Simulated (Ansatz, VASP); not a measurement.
# Cross-check of SnTeS (1T-SnSTe bilayer, AB) between VASP and Ansatz

Wanted: the spread between two codes on one cell, functional and k mesh. The structure shown is the start of the Ansatz relaxation below; VASP solves that cell, so the two are compared at the walk's first step.

Calculated with Ansatz 0.2.0; plane waves, with VASP 6.6.1 beside it; single point at LDA.

### 1. Starting point

The cell holds 6 atoms: 2 Te, 2 Sn and 2 S. Its edges and angles: a = 3.742 Å, b = 3.742 Å, c = 47.011 Å, α = 90.0°, β = 90.0°, γ = 120.0°. Vacuum lies along c.

### 2. Ansatz: relaxation, LDA

Ansatz runs on its default PAW (the set named soft_2) files.

The two programs are compared at the cell with which this relaxation starts, whose forces are those of its first step.

Input file input.yaml:

```yaml
crystal:
  lattice:
    - [3.7422765, 0.0, 0.0]
    - [-1.87113825, 3.240906517, 0.0]
    - [0.0, 0.0, 47.0110456967]
  atoms:
    - { symbol: Te, position: [0.6666666667, 0.3333333333, 0.4147961338] }
    - { symbol: Sn, position: [0.0, 0.0, 0.447471341] }
    - { symbol: S, position: [0.3333333333, 0.6666666667, 0.4664972354] }
    - { symbol: Te, position: [0.0, 0.0, 0.5335027646] }
    - { symbol: Sn, position: [0.3333333333, 0.6666666667, 0.5661779718] }
    - { symbol: S, position: [0.6666666667, 0.3333333333, 0.5852038662] }
  periodic: [true, true, false]
kpoints:
  mp_grid: { grid: [12, 12, 1] }
hamiltonian:
  xc: lda
scf:
  occupations: { method: fermi_dirac, width: 0.05 }
  convergence: { dr2_threshold: 1.0e-09 }
relax:
  f_tol: 0.004
  max_steps: 90
  cell: {}
output:
  write_potential: true
  write_density: true
  volumetric_format: npy
```

Run with:

```bash
$ ansatz run input.yaml --threads 4 --pin off --max-ram 6144MiB --backend cpu --events-out ev --progress --plain --runs-dir out
```

Numbers of over 12 decimals in the logs are rounded to 6 here.

What it wrote:

```text
Warning: relax.cell: scf.convergence.dr2_threshold = 1e-9 eV is looser than the 1.84958116545e-10 eV advised for a relaxation that steers and ends on the stress (1e-10 eV for each atom of the cell: 6, times the square of relax.cell.stress_2d_tol = 0.05 N/m over 18.0 Å (the atoms' height at the walk's start and 5 Å past either face), 2.776e-2 GPa, over a crystal's default 0.05). What an SCF threshold leaves in a stress goes as its square root, and in the free energy as the threshold itself, and one threshold admits the most on a small cell: [figures from the program's tests cut] Set scf.convergence.dr2_threshold to 1.84958116545e-10 eV or tighter. [rest of the remark cut]
Engine: ansatz 0.2.0, aarch64-unknown-linux-gnu
Pseudopotentials: kind: paw
Pseudopotential: Te, paw, valence charge 16, recommended cutoff 420 eV (normal), Te.paw.azcp
Pseudopotential: Sn, paw, valence charge 14, recommended cutoff 420 eV (normal), Sn.paw.azcp
Pseudopotential: S, paw, valence charge 6, recommended cutoff 420 eV (normal), S.paw.azcp
Functional definition: SPW92
  exchange = slater_x
  correlation = pw_c
Crystal: 6 atoms, lattice volume = 570.167 Å³
Basis set: ecut = 420 eV, 11197 PW (Γ)
Bands: 44, of which v1, the nominal top of the filled ones, is band 36 counted from 1 (35 counted from 0)
Symmetry: 6 space group operations
Space group: P3m1 (ITA 156), of the structure as read, at distance tolerance 8.3e-5 Å
k-points: 19 of 144 (time reversal used)
Non-local potential: Te, projectors of the file, l = 0: 2, l = 1: 2, l = 2: 2, l = 3: 2
Non-local potential: Sn, projectors of the file, l = 0: 2, l = 1: 2, l = 2: 2, l = 3: 2
Non-local potential: S, projectors of the file, l = 0: 2, l = 1: 2, l = 2: 2
PAW form: soft (Blöchl's): semilocal exchange-correlation on the pseudo side does not see the compensation charge
PAW frozen core: Te, regenerated for the run's functional, and the local potential with it (the file was generated under x = pbe(κ = 0.804, μ = 0.219515), c = pbe(β = 0.066725))
PAW frozen core: Sn, regenerated for the run's functional, and the local potential with it (the file was generated under x = pbe(κ = 0.804, μ = 0.219515), c = pbe(β = 0.066725))
PAW frozen core: S, regenerated for the run's functional, and the local potential with it (the file was generated under x = pbe(κ = 0.804, μ = 0.219515), c = pbe(β = 0.066725))
PAW one-centre angular grid: Te, 590 points (default); XC on 64 Gauss nodes
PAW one-centre angular grid: Sn, 590 points (default); XC on 64 Gauss nodes
PAW one-centre angular grid: S, 110 points (default); XC on 64 Gauss nodes
Initial density: superposition of atomic densities (neutral atoms: chi_scale 0, normalization atom), corrected by the library's trained network
Initial wavefunctions: pseudopotential atomic-orbital guess
Functional: x = slater, c = lda
SCF iter   1: F=—  HF=-27149.026120 eV  |F-HF|=—  |Δ(HF+E_count)|=         —  Δρ=3.58e-3  dr2=9.55e-2  ethr=1.77e-3  ⟨swp⟩=19.2  Hψ=6649  notcnv=0  defer=8
preconditioner: auto → Resta (q_TF=auto, 1.932 Å⁻¹)  ε∞=1.5  [insulator: Δε(μ)=0.507 eV  Ē_g=16.161 eV  σ=0.050 eV  W_gap=0.98  n_scr=28 (ndim 8)  ℏωp=11.2 eV  f_vac=0.746  D(μ)=0.02/eV (n_scr^D=0)  ε∞_Penn≈1.5  vacuum switching on, ρ_ref=1.9e-2 e/Å³]
SCF iter   2: F=—  HF=-27149.008785 eV  |F-HF|=—  |Δ(HF+E_count)|=   1.73e-2  Δρ=1.58e-3  dr2=8.49e-2  ethr=1.33e-4  ⟨swp⟩=4.8  Hψ=2314  notcnv=0  defer=37
SCF iter   3: F=—  HF=-27149.006575 eV  |F-HF|=—  |Δ(HF+E_count)|=   2.21e-3  Δρ=1.24e-3  dr2=7.54e-2  ethr=1.18e-4  ⟨swp⟩=4.8  Hψ=1544  notcnv=0  defer=37
SCF iter   4: F=—  HF=-27148.998889 eV  |F-HF|=—  |Δ(HF+E_count)|=   7.69e-3  Δρ=6.14e-4  dr2=7.36e-3  ethr=1.05e-4  ⟨swp⟩=3.7  Hψ=1143  notcnv=0  defer=37
SCF iter   5: F=—  HF=-27148.998605 eV  |F-HF|=—  |Δ(HF+E_count)|=   2.84e-4  Δρ=3.28e-4  dr2=5.39e-3  ethr=1.02e-5  ⟨swp⟩=3.3  Hψ=1583  notcnv=0  defer=37
SCF iter   6: F=—  HF=-27148.998180 eV  |F-HF|=—  |Δ(HF+E_count)|=   4.25e-4  Δρ=1.44e-4  dr2=2.06e-4  ethr=7.49e-6  ⟨swp⟩=2.2  Hψ=981  notcnv=0  defer=37
SCF iter   7: F=—  HF=-27148.998177 eV  |F-HF|=—  |Δ(HF+E_count)|=   2.37e-6  Δρ=4.19e-5  dr2=1.66e-5  ethr=2.86e-7  ⟨swp⟩=3.7  Hψ=1836  notcnv=0  defer=37
SCF iter   8: F=—  HF=-27148.998173 eV  |F-HF|=—  |Δ(HF+E_count)|=   3.97e-6  Δρ=1.10e-5  dr2=6.28e-7  ethr=2.31e-8  ⟨swp⟩=3.3  Hψ=1709  notcnv=0  defer=37
[...]
relax step   8: F+E_penalty+E_count = -27153.31771111 eV  Δ(F+E_penalty+E_count) = -3.723e-5 eV  max|allowed force component| = 2.818e-3 eV/Å  Δτ_max = 0.0037 Å  P = -0.011 N/m  Ω = 586.232 Å³  energy of the carried Pulay correction = -2.044e-3 eV  fix = [c, alpha, beta]  reactions: c -0.000 N/m  (6 SCF iters, accepted)
Initial wavefunctions: pseudopotential atomic-orbital guess (no wavefunctions were taken with the density)
iter 1 solved again at ethr=9.53e-7 eV; its pass at ethr=3.10e-3 eV (dr2=6.86e-4 eV) is discarded
SCF iter   1: F=—  HF=-27153.317225 eV  |F-HF|=—  |Δ(HF+E_count)|=         —  Δρ=8.23e-5  dr2=1.12e-6  ethr=9.53e-7  ⟨swp⟩=4.8  Hψ=8819  notcnv=0
eigensolver tolerance schedule: the retry pair's looser diagonalisation over-reported the residual by 612.96 of it (diagonalisation noise at 0.23 of the residual, at the tolerance the schedule requests for it); recorded, not acted on — ethr = c·dr2/N_el stays at c = 1.0e-1
SCF iter   2: F=—  HF=-27153.318940 eV  |F-HF|=—  |Δ(HF+E_count)|=   1.72e-3  Δρ=5.67e-6  dr2=2.52e-7  ethr=1.55e-9  ⟨swp⟩=4.5  Hψ=2367  notcnv=0
SCF iter   3: F=—  HF=-27153.318931 eV  |F-HF|=—  |Δ(HF+E_count)|=   9.36e-6  Δρ=2.43e-6  dr2=2.58e-8  ethr=3.49e-10  ⟨swp⟩=2.9  Hψ=1735  notcnv=0
SCF iter   4: F=—  HF=-27153.318940 eV  |F-HF|=—  |Δ(HF+E_count)|=   8.63e-6  Δρ=4.60e-7  dr2=1.32e-9  ethr=3.59e-11  ⟨swp⟩=3.1  Hψ=1884  notcnv=0
SCF iter   5: F=-27153.318940 eV  HF=-27153.318940 eV  |F-HF|=1.32e-8  |Δ(HF+E_count)|=   6.30e-7  Δρ=1.42e-7  dr2=3.05e-10  ethr=1.39e-12  ⟨swp⟩=17.6  Hψ=7254  notcnv=0
SCF 9 converged in 5 iterations: F = -27153.318940 eV  dr2 = 3.05e-10
relax step   9: F+E_penalty+E_count = -27153.31894028 eV  Δ(F+E_penalty+E_count) = -1.229e-3 eV  max|allowed force component| = 3.208e-3 eV/Å  Δτ_max = 0.0000 Å  P = -0.050 N/m  Ω = 586.232 Å³  fix = [c, alpha, beta]  reactions: c -0.000 N/m  stress off target by 4.97e-2 N/m on what of the cell is left free  SCF on the basis re-selected at this cell (its energy is not comparable with the rows above)  (5 SCF iters)
basis re-selected at this cell: Δ(F+E_penalty+E_count) = -1.229e-3 eV, ΔP = -0.039 N/m vs the last step (what re-selecting the basis moved, of the pressure what is left beyond the Pulay correction that the steps carried, after the strain that the cell walked since its last selection, with what the two solves' SCF thresholds leave and, on support functions, any second-order correction that the steps lacked; it is no m [...]
WARN: The output density's exchange-correlation potential varies sharply where the density is thin. Do not read a vacuum level from v_tot or v_xc, or from such a field of the output density. On a cell that repeats whose density bears no net charge and no dipole along the vacuum's axis use v_es (v_loc + v_h of the components); under efield.dipole_correction with no amplitude use v_es + v_field, which holds any externa [...]
SCF converged after 5 iterations
Free energy (F): -27153.318940 eV
Harris-Foulkes:  -27153.318940 eV  (|F-HF|=1.32e-8)
Internal energy: -27153.297774 eV  (E = F + TS)
E sigma→0 (E₀):  -27153.308357 eV
Entropy (-TS):   -0.021166 eV (-3.528 meV/atom)
Fermi energy:    -5.328990 eV
--- Per-component energies (eV) ---
  E_band       = -1725.590140
  E_kinetic    = 954.894555
  E_local      = -301544.861579  (includes V_loc(G=0)·N_el)
  E_nonlocal   = -603.645557
  E_hartree    = 150772.687478
  E_xc         = -1196.329230
  E_vxc        = -580.521048  (∫ρ·V_xc dr)
  E_paw        = -18154.160039  (= ΣΔE_a)
  E_vpaw       = -1496.827426  (= ΣTr[D̂ρ^β])
  E_aug_tail   = -0.000387  (compensation charges beyond the density's cutoff)
  E_ewald      = 142615.603471
  E_core_change = 2.513514  (= ΣΔE_core)
  E_smearing   = -0.021166  (= −TS)
  E_closure    = -0.000000  (closes the sum)
  Σ components = -27153.318940   (vs F -27153.318940, Δ=0.00e0)
--- Forces (eV/Å), atoms counted from 1 ---
  atom   1  Te     0.00000000     0.00000000     0.00124592
  atom   2  Sn    -0.00000000     0.00000000     0.00148931
  atom   3  S     -0.00000000    -0.00000000    -0.00323261
  atom   4  Te     0.00000000     0.00000000     0.00034781
  atom   5  Sn    -0.00000000     0.00000000     0.00205181
  atom   6  S     -0.00000000    -0.00000000    -0.00204784
  max |Σ_I F_I| component: 1.46e-4 eV/Å
--- 2D stress c σ (N/m, compression-positive) ---
       -0.049692      -0.000000       0.000000
       -0.000000      -0.049692       0.000000
        0.000000       0.000000      -0.000000
  P = ½ c Tr σ = -0.0497 N/m
--- Band table (eV; the first three rows and the last of 19) ---
  k-point 0: bands = [... 32 lower, -5.0450, -4.9951, -4.9951, -4.9569, -4.9569, -4.1690, -2.3884, -1.9814, ... 4 higher]
  k-point 1: bands = [... 32 lower, -5.7305, -5.5499, -5.1119, -5.0383, -4.5610, -3.9679, -2.1463, -2.0130, ... 4 higher]
  k-point 2: bands = [... 32 lower, -6.8199, -6.2859, -5.3875, -5.2399, -4.1578, -3.9917, -2.4344, -2.0484, ... 4 higher]
  k-point 18: bands = [... 32 lower, -7.5047, -7.3946, -6.8662, -6.7947, -4.7255, -4.5942, -1.9147, -1.7268, ... 4 higher]
  the weakly bound empty levels are not read free of the cell's end (no_gap_told)
--- Relaxed structure (8 steps of the walk, 8 accepted, 1 SCFs on fresh bases) ---
  F+E_penalty+E_count = -27153.31894028 eV   max|allowed force component| = 3.208e-3 eV/Å   (the final SCF, on the basis selected at the relaxed cell)
  cell:  # Å, volume = 586.2315 Å³
    - [3.794629, 0.0, 0]
    - [-1.897314, 3.286245, 0]
    - [0, 0, 47.0110456967]
  atoms:
    - { symbol: Te, position: [0.666667, 0.333333, 0.399936] }
    - { symbol: Sn, position: [-6.8910963162347786e-18, 0, 0.440060] }
    - { symbol: S, position: [0.333333, 0.666667, 0.470628] }
    - { symbol: Te, position: [-2.6069776619851442e-18, 0, 0.530699] }
    - { symbol: Sn, position: [0.333333, 0.666667, 0.571164] }
    - { symbol: S, position: [0.666667, 0.333333, 0.601162] }
```

### 3. VASP: single point, LDA, start cell

The same cell, functional (in two slightly different forms), mesh and smearing now go to VASP, with its own data sets.

Lines of VASP's logs that name or quote its potential files are left out, and so is its time.

Input file INCAR:

```
SYSTEM = SnTeS
PREC = Accurate
ENCUT = 400
EDIFF = 1E-06
NELM = 120
ISMEAR = -1
SIGMA = 0.05
LREAL = .FALSE.
ALGO = Normal
GGA = CA
NBANDS = 32
LORBIT = 11
LWAVE = .FALSE.
LCHARG = .FALSE.
ISIF = 2
LDIPOL = .TRUE.
IDIPOL = 3
DIPOL = 0.5 0.5 0.502
LVHAR = .TRUE.
LASPH = .TRUE.
GGA_COMPAT = .FALSE.
NELMDL = -8
KPAR = 2
```

Input file POSCAR:

```
SnTeS
1.0
    3.7422770000      0.0000000000      0.0000000000
   -1.8711380000      3.2409070000      0.0000000000
    0.0000000000      0.0000000000     47.0110460000
Te Sn S
2 2 2
Direct
    0.6666664371      0.3333332305      0.4147961311
    0.0000000000      0.0000000000      0.5335027644
    0.0000000000      0.0000000000      0.4474713454
    0.3333331414      0.6666664610      0.5661779787
    0.3333331414      0.6666664610      0.4664972356
    0.6666664371      0.3333332305      0.5852038689
```

Input file KPOINTS:

```
Automatic mesh
0
Gamma
12 12 1
0 0 0
```

PAW data sets: Te, Sn_d and S (LDA family, release 64).

Run with:

```bash
$ mpirun -np 2 vasp_std
```

What it wrote:

```text
[banner, memory and clock lines left out]
running    2 mpi-ranks, on    1 nodes
 distrk:  each k-point on    1 cores,    2 groups
 distr:  one band on    1 cores,    1 groups

 POSCAR found type information on POSCAR TeSnS
 POSCAR found :  3 types and       6 ions
 LDA part: xc-table for (Slater(with rela. corr.)+CA(PZ))
 , standard interpolation
 POSCAR, INCAR and KPOINTS ok, starting setup
 FFT: planning ... GRIDC
 FFT: planning ... GRID_SOFT
 FFT: planning ... GRID
 WAVECAR not read
 entering main loop
       N       E                     dE             d eps       ncg     rms          rms(c)
DAV:   1     0.389631961690E+03    0.38963E+03   -0.19583E+04  1552   0.107E+03
DAV:   2     0.235242576814E+02   -0.36611E+03   -0.36013E+03  1616   0.265E+02
DAV:   3    -0.216132082266E+02   -0.45137E+02   -0.44661E+02  1536   0.120E+02
DAV:   4    -0.234762697400E+02   -0.18631E+01   -0.18575E+01  1576   0.277E+01
DAV:   5    -0.235434281168E+02   -0.67158E-01   -0.67142E-01  1832   0.479E+00
DAV:   6    -0.235447768955E+02   -0.13488E-02   -0.13487E-02  1728   0.656E-01
DAV:   7    -0.235448273828E+02   -0.50487E-04   -0.50486E-04  1952   0.116E-01
DAV:   8    -0.235448279834E+02   -0.60063E-06   -0.60024E-06  1560   0.139E-02    0.183E+01
DAV:   9    -0.225490262266E+02    0.99580E+00   -0.15906E+00  1712   0.115E+01    0.115E+01
DAV:  10    -0.224124870324E+02    0.13654E+00   -0.14042E+00  1816   0.685E+00    0.152E+00
DAV:  11    -0.223675402243E+02    0.44947E-01   -0.28772E-01  1680   0.468E+00    0.105E+00
DAV:  12    -0.223699156225E+02   -0.23754E-02   -0.29250E-02  1440   0.892E-01    0.447E-01
DAV:  13    -0.223698178700E+02    0.97752E-04   -0.15125E-03  1952   0.265E-01    0.307E-01
DAV:  14    -0.223699220987E+02   -0.10423E-03   -0.69947E-04  1656   0.165E-01    0.113E-01
[...]
DAV:  21    -0.223702393080E+02   -0.46170E-04   -0.47730E-06  1144   0.617E-03    0.960E-03
DAV:  22    -0.223702559818E+02   -0.16674E-04   -0.72598E-07  1056   0.458E-03    0.246E-03
DAV:  23    -0.223702667958E+02   -0.10814E-04   -0.55138E-07  1000   0.292E-03    0.168E-03
DAV:  24    -0.223702685681E+02   -0.17723E-05   -0.65042E-08  1008   0.156E-03    0.693E-04
DAV:  25    -0.223702743490E+02   -0.57809E-05   -0.94462E-08   944   0.111E-03    0.110E-03
DAV:  26    -0.223702767764E+02   -0.24273E-05   -0.40676E-08   928   0.866E-04    0.310E-04
DAV:  27    -0.223702782881E+02   -0.15117E-05   -0.27135E-08   896   0.663E-04    0.367E-04
DAV:  28    -0.223702791865E+02   -0.89842E-06   -0.22818E-08   952   0.530E-04
   1 F= -.22370279E+02 E0= -.22370007E+02  d E =-.545101E-03
```

(Continued in part 2 of 2.)

[Lines on the potential files, build, host, timing and source positions are cut from VASP's logs without a mark.]

[Logs are printed without paths, hosts, clocks, repeated set-up lines and the standing remarks that a program may print on its own settings, such as how far it seeks lower states.]

[Hosts, paths, dates, database ids (printed as entryN), source tags and the programs' standing remarks are cut or masked in the printed files.]
